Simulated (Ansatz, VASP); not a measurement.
# SiO2 (Stishovite) in two plane-wave programs, part 2 of 2

Aim: how closely do two programs agree when they are given the same cell, functional and k mesh? The cell is taken from a series of runs on this material, whose earlier steps may have relaxed, scaled, displaced or heated it; both programs get it as it stands.

VASP 6.6.1 and Ansatz 0.2.0.

So far: The starting structure; VASP: G0W0 gap, PBE0 form with 50 % exact exchange with an exact-exchange share of 0.5.

## 3. Ansatz: G0W0 gap, PBE0 form with 50 % exact exchange with an exact-exchange share of 0.5

Level of this step: Ansatz beside VASP: Kohn-Sham DFT, plane waves, PBE0 form with 50 % exact exchange (Ansatz).

Ansatz runs on its PAW soft_1 files.

The same cell, functional and mesh now go to Ansatz, which takes its cutoff from its data sets.

File input.yaml:

```yaml
crystal:
  lattice:
    - [4.1773, 0.0, 0.0]
    - [0.0, 4.1773, 0.0]
    - [0.0, 0.0, 2.6652]
  atoms:
    - { symbol: Si, position: [0.0, 0.0, 0.0] }
    - { symbol: Si, position: [0.5, 0.5, 0.5] }
    - { symbol: O, position: [0.3059, 0.3059, 0.0] }
    - { symbol: O, position: [0.1941, 0.8059, 0.5] }
    - { symbol: O, position: [0.6941, 0.6941, 0.0] }
    - { symbol: O, position: [0.8059, 0.1941, 0.5] }
kpoints:
  mp_grid: { grid: [4, 4, 6] }
hamiltonian:
  xc: { exchange: pbe, correlation: pbe, exx: { coeff: 0.5 } }
  pseudopotentials: { kind: paw, azcp: { folder: soft_1 } }
scf:
  occupations: { method: fixed }
gw:
  n_empty_bands: 194
  ecut_chi: 150.0
  qp_bands: [v2, c2]
  qp_kpoints: band_edges
  screening: { model: contour_deformation }
```

On the command line:

```console
$ ansatz run input.yaml --threads 3 --pin off --max-ram 92160MiB --backend cuda --events-out ev --progress --plain --runs-dir out --devices 1 --max-vram 13GiB
```

Numbers of over 12 decimals in the logs are rounded to 6 here.

The program printed:

```text
GPUs: using 1 of 1 available (devices: 1).
Engine: ansatz 0.2.0, x86_64-unknown-linux-gnu
Pseudopotentials: kind: paw
Pseudopotential: Si, paw, valence charge 4, recommended cutoff 420 eV (normal), soft_1/Si.paw.azcp
Pseudopotential: O, paw, valence charge 6, recommended cutoff 420 eV (normal), soft_1/O.paw.azcp
Functional definition: unnamed
  parameter a_1 = 0.5
  exchange = (1 - a_1)*pbe_x + a_1*exact_x
  correlation = pbe_c
davidson cushion auto → on  (no smearing: the cushion is to keep the highest requested band from converging to the state above it; pin scf.eigensolver.cushion to override)
device memory: the entry about to start is reckoned to put 0.6 GiB on a device that reports 48.0 GiB free (of which the cap on the GPU budget leaves the run 13.0 GiB)
GPU FFT provider: cuFFT
GPU libraries: cuBLAS 13.8.2, cuFFT 12.4.0, cuSOLVER 12.3.4
Crystal: 6 atoms, lattice volume = 46.507 Å³
Basis set: ecut = 420 eV, 913 PW (Γ)
Bands: 22, of which v1, the nominal top of the filled ones, is band 16 counted from 1 (15 counted from 0)
Symmetry: 16 space group operations
Space group: P42/mnm (ITA 136), of the structure as read, at distance tolerance 3.6e-5 Å
k-points: 24 of 96
Non-local potential: Si, projectors of the file, l = 0: 2, l = 1: 2, l = 2: 1
Non-local potential: O, projectors of the file, l = 0: 2, l = 1: 2, l = 2: 1
PAW form: soft (Blöchl's): semilocal exchange-correlation on the pseudo side does not see the compensation charge
PAW frozen core: Si, regenerated for the run's functional, and the local potential with it (the file was generated under x = pbe(κ = 0.804, μ = 0.219515), c = pbe(β = 0.066725))
PAW frozen core: O, regenerated for the run's functional, and the local potential with it (the file was generated under x = pbe(κ = 0.804, μ = 0.219515), c = pbe(β = 0.066725))
PAW one-centre angular grid: Si, 110 points (default); XC on 64 Gauss nodes
PAW one-centre angular grid: O, 110 points (default); XC on 64 Gauss nodes
Initial density: superposition of atomic densities (chi_scale 0.1, normalization cell, long waves kept (reshape's long-wave potential 0.00 eV rms))
Initial wavefunctions: pseudopotential atomic-orbital guess
GPU buffer pool allocated for 16200 grid points (all kernels)
GPU transforms: local potential and band sums: pruned to the plane-wave sphere, on 27×27×18
Functional: x = pbe(κ = 0.804, μ = 0.219515), c = pbe(β = 0.066725), warm-up for x = 0.5 pbe(κ = 0.804, μ = 0.219515) + 0.5 exact, c = pbe(β = 0.066725)
SCF iter   1: F=—  HF=-3549.214700 eV  |F-HF|=—  |Δ(HF+E_count)|=         —  Δρ=1.50e-1  dr2=8.37e0  ethr=1.00e-1  ⟨swp⟩=5.2  Hψ=1908  notcnv=0
preconditioner: auto → none  [insulator: Δε(μ)=6.788 eV  Ē_g=19.753 eV  n_scr=10 (ndim 8)  ℏωp=30.8 eV  f_vac=0.000]
iter 2 solved again at ethr=2.20e-3 eV; its pass at ethr=2.62e-2 eV (dr2=7.04e-1 eV) is discarded
SCF iter   2: F=—  HF=-3547.114448 eV  |F-HF|=—  |Δ(HF+E_count)|=    2.10e0  Δρ=6.51e-2  dr2=7.09e-1  ethr=2.20e-3  ⟨swp⟩=3.1  Hψ=2718  notcnv=0  defer=3
SCF iter   3: F=—  HF=-3546.971216 eV  |F-HF|=—  |Δ(HF+E_count)|=   1.43e-1  Δρ=2.40e-2  dr2=8.88e-2  ethr=2.20e-3  ⟨swp⟩=3.0  Hψ=1233  notcnv=0
SCF iter   4: F=—  HF=-3547.008416 eV  |F-HF|=—  |Δ(HF+E_count)|=   3.72e-2  Δρ=3.24e-3  dr2=4.31e-3  ethr=2.78e-4  ⟨swp⟩=3.1  Hψ=1332  notcnv=0
SCF iter   5: F=-3547.007536 eV  HF=-3547.007537 eV  |F-HF|=4.62e-7  |Δ(HF+E_count)|=   8.80e-4  Δρ=2.50e-4  dr2=1.14e-5  ethr=1.35e-5  ⟨swp⟩=3.8  Hψ=1505  notcnv=0  defer=2
SCF 1 stopped early in 5 iterations: F = -3547.007536 eV  dr2 = 1.14e-5
  greatest PAW one-centre occupation: 0.859 electrons in one spin orbital (limit 2), on the O atom at site 5 (counted from 0), in its partial waves of l = 0
device memory: the entry about to start is reckoned to put 1.1 GiB on a device that reports 48.0 GiB free (of which the cap on the GPU budget leaves the run 13.0 GiB)
GPU FFT provider: cuFFT
GPU libraries: cuBLAS 13.8.2, cuFFT 12.4.0, cuSOLVER 12.3.4
Initial density: handed on by an earlier stage of this run
Initial wavefunctions: those handed on with the density
GPU buffer pool allocated for 16200 grid points (all kernels)
GPU transforms: local potential and band sums: pruned to the plane-wave sphere, on 27×27×18
Functional: x = 0.5 pbe(κ = 0.804, μ = 0.219515) + 0.5 exact, c = pbe(β = 0.066725)
Exchange kernel: α = 0.5000, full range, Wigner–Seitz truncation, v(0) = 9290.6641 eV·Å³, q-mesh 4×4×6, nearest image of the exchange supercell L = 15.99 Å, pair-density grid 30×30×18, without the augmentation charges, whose exchange is taken in its separable form by FFT convolution over the k-point mesh (the finest that the files' search goes to), smooth part of the exact exchange by density-matrix convolution in up to 1.22 GiB of GPU memory as planned if the GPU has room (build and FFT work areas not counted)
Frozen-core exchange: fock
[...]
SCF iter   5: F=—  HF=-3550.378787 eV  |F-HF|=—  |Δ(HF+E_count)|=   1.02e-3  Δρ=1.90e-4  dr2=6.45e-4  ethr=3.56e-7  ⟨swp⟩=4.0  Hψ=1956  notcnv=0
SCF iter   6: F=—  HF=-3550.382065 eV  |F-HF|=—  |Δ(HF+E_count)|=   3.28e-3  Δρ=7.40e-4  dr2=2.70e-4  ethr=3.00e-8  ⟨swp⟩=6.4  Hψ=2483  notcnv=0  defer=5
[...]
the search or the solves at the SCF's close seem to have found levels that the self-consistency loop had missed (the run counts 1). By its estimate they hold under 1e-12 electrons; where the run keeps them, the occupations were computed again with them
device memory: the entry about to start is reckoned to put 1.1 GiB on a device that reports 55.4 GiB free (of which the cap on the GPU budget leaves the run 13.0 GiB)
NSCF: frozen V_eff on 24 k-points
Exchange-term sweep: 0 of 24 (spin, k) points
Exchange-term sweep: 2 of 24 (spin, k) points
Exchange-term sweep: 3 of 24 (spin, k) points
Exchange-term sweep: 4 of 24 (spin, k) points
Exchange-term sweep: 5 of 24 (spin, k) points
Exchange-term sweep: 6 of 24 (spin, k) points
Exchange-term sweep: 8 of 24 (spin, k) points
Exchange-term sweep: 9 of 24 (spin, k) points
Exchange-term sweep: 10 of 24 (spin, k) points
Exchange-term sweep: 11 of 24 (spin, k) points
Exchange-term sweep: 12 of 24 (spin, k) points
Exchange-term sweep: 14 of 24 (spin, k) points
Exchange-term sweep: 15 of 24 (spin, k) points
Exchange-term sweep: 16 of 24 (spin, k) points
Exchange-term sweep: 17 of 24 (spin, k) points
Exchange-term sweep: 18 of 24 (spin, k) points
Exchange-term sweep: 20 of 24 (spin, k) points
Exchange-term sweep: 21 of 24 (spin, k) points
Exchange-term sweep: 22 of 24 (spin, k) points
Exchange-term sweep: 23 of 24 (spin, k) points
Exchange-term sweep: 24 of 24 (spin, k) points
G₀W₀ screening: q 1/24
[... further progress lines ...]
hybrid SCF converged: 2 outer / 11 inner (+5 warm-up), last move |dexx| = 1.49e-5 eV, tail = 4.38e-7 eV
Stability not checked: this state was not tested for a lower state beside it, because the functional holds exact exchange (a hybrid, or Hartree-Fock), whose exchange loop this test does not read (fock_operator; see scf.lower_state_search)
Free energy (F): -3550.383156 eV
Frozen-core exchange: fock
Harris-Foulkes:  -3550.383156 eV  (|F-HF|=2.72e-9)
Internal energy: -3550.383156 eV  (E = F + TS)
E sigma→0 (E₀):  -3550.383156 eV
Fermi energy:    6.949232 eV
--- Per-component energies (eV) ---
  E_band       = -80.987358
  E_kinetic    = 796.088408
  E_local      = -1200.983091  (includes V_loc(G=0)·N_el)
  E_nonlocal   = 238.794914
  E_hartree    = 444.065152
  E_xc         = -221.382705
  E_vxc        = -256.987106  (∫ρ·V_xc dr)
  E_exx        = -212.975342  (= α·E_x^exact, valence–valence)
  E_paw        = -1653.376971  (= ΣΔE_a)
  E_vpaw       = -120.080678  (= ΣTr[D̂ρ^β])
  E_aug_tail   = 0.003116  (compensation charges beyond the density's cutoff)
  E_ewald      = -1740.190554
  E_core_change = -0.426081  (= ΣΔE_core)
  E_smearing   = -0.000000  (= −TS)
  E_closure    = -0.000000  (closes the sum)
  Σ components = -3550.383156   (vs F -3550.383156, Δ=0.00e0)
--- Band table (eV; the first three rows and the last of 24) ---
  k-point 0: bands = [... 12 lower, 4.6402, 6.1775, 6.1775, 6.9492, 18.4500, 19.3380, 21.3139, 21.3139]
  k-point 1: bands = [... 12 lower, 3.3984, 5.8512, 5.8512, 6.5560, 19.7443, 21.4179, 22.8779, 23.0037]
  k-point 2: bands = [... 12 lower, 1.7279, 4.8654, 4.8654, 5.3319, 21.0521, 23.7313, 23.9007, 25.7331]
  k-point 23: bands = [... 12 lower, 5.1008, 5.1008, 5.1657, 5.1657, 20.0956, 20.0956, 23.9054, 23.9054]
  guard bands above this table: 2 of the run's 22 bands. The solve was not asked for them (output.publish_guard_bands: true or output.eigenvalues: true publishes all)
--- G₀W₀: contour deformation, 5 samples at zero and on the imaginary axis and 2 off it, 96 q-points, 194 empty bands' worth ---
  eigenvalues of the whole cell's RPA ε∞ on this k-mesh (on a slab, of 1 + 4πα/V) = 2.4461, 2.4461, 2.5543; static W/v taken at q = 0 is 0.402638
  gw.qp_kpoints: band_edges: 5 of 24 stored k-points solved, in 1 pass; an edge of the gap read off the rows below is read off those points alone
    valence top: of the k-points left out ik 5 came nearest to being solved in a further pass, in band 16 (counted from 1, as in the quasiparticle table): it holds the edge there only if its correction is more favourable than any solved in that band by at least 0.654 eV; those differ by 0.118 eV
    conduction bottom: of the k-points left out ik 12 came nearest to being solved in a further pass, in band 17 (counted from 1, as in the quasiparticle table): it holds the edge there only if its correction is more favourable than any solved in that band by at least 1.107 eV; those differ by 0.141 eV
    ik  band        ε_KS         Σx   Σc(E_QP)       V_xc       Z   E_QP_lin       E_QP  E_QP is
     0    15      6.1775   -27.8319     3.4592   -25.5499  0.8666     7.3509     7.3546  root
     0    16      6.9492   -28.2766     3.7034   -25.8405  0.8640     8.2121     8.2166  root
     0    17     18.4500   -13.1394    -3.8341   -17.1095  0.8895    18.5860    18.5859  root
     0    18     19.3380    -7.1979    -3.9087   -11.0337  0.9021    19.2652    19.2652  root
     1    15      5.8512   -27.6427     3.4842   -25.3240  0.8661     7.0129     7.0167  root
     1    16      6.5560   -27.9789     3.7163   -25.5052  0.8638     7.7942     7.7986  root
     1    17     19.7443   -13.4591    -3.9033   -17.5397  0.8859    19.9216    19.9216  root
     1    18     21.4179    -8.4436    -4.0386   -12.4709  0.8942    21.4065    21.4065  root
     4    15      6.0361   -27.7659     3.4936   -25.4514  0.8660     7.2114     7.2152  root
     4    16      6.4600   -27.9214     3.6843   -25.4761  0.8639     7.6945     7.6990  root
     4    17     19.3989   -13.0679    -3.8658   -17.0829  0.8876    19.5482    19.5481  root
     4    18     19.9423    -7.5936    -3.9509   -11.4864  0.8999    19.8842    19.8842  root
    20    15      4.3614   -26.7916     3.8034   -24.1380  0.8608     5.5070     5.5113  root
    20    16      4.3614   -26.7916     3.8034   -24.1380  0.8608     5.5070     5.5113  root
    20    17     20.4052   -10.1847    -4.0489   -14.2700  0.8921    20.4417    20.4416  root
    20    18     20.4052   -10.1847    -4.0489   -14.2700  0.8921    20.4417    20.4416  root
    23    15      5.1657   -27.4645     3.8036   -24.8501  0.8616     6.3505     6.3548  root
    23    16      5.1657   -27.4645     3.8036   -24.8501  0.8616     6.3505     6.3548  root
    23    17     20.0956   -11.1236    -3.9401   -15.1830  0.8923    20.2148    20.2148  root
    23    18     20.0956   -11.1236    -3.9401   -15.1830  0.8923    20.2148    20.2148  root
```

## 4. Side by side

Known differences besides the potentials themselves: exact exchange at q = 0 is treated differently, which shows on coarse meshes; VASP keeps PBE cores, Ansatz makes them for the functional; fixed occupations in Ansatz, narrow Gaussian smearing in VASP; the cutoff is 420 eV in Ansatz and 440 eV in VASP; Ansatz integrates over frequency by contour deformation, VASP on a grid of NOMEGA points; Ansatz's G0W0 levels solve the quasiparticle equation, VASP's are linearised. Total energies have different zeros and are not compared.

The two programs side by side:

```
                   quantity  Ansatz   VASP  difference
  G0W0 gap on the mesh (eV)   10.37  10.31       +0.06
Kohn-Sham gap under it (eV)   11.50  11.49       +0.01
```

## 5. Summary of results

```yaml
difference_in_g0w0_gap_on_the_mesh_g0w0_gap_pbe0_form_with_50_exact_exchange_with_an_exact_exchange_share_of_0p5: 0.055 eV
```

What this shows: The difference in G0W0 gap on the mesh is 0.055 eV (G0W0 gap, PBE0 form with 50 % exact exchange with an exact-exchange share of 0.5). Such differences can come from data sets, numerical settings and the points named under the comparisons, not from the functional's error against experiment.

[Lines on the potential files, build, host, timing and source positions are cut from VASP's logs without a mark.]

[Logs are printed without paths, hosts, clocks, repeated set-up lines and the standing remarks that a program may print on its own settings, such as how far it seeks lower states.]

[Hosts, paths, dates, database ids (printed as entryN), source tags and the programs' standing remarks are cut or masked in the printed files.]
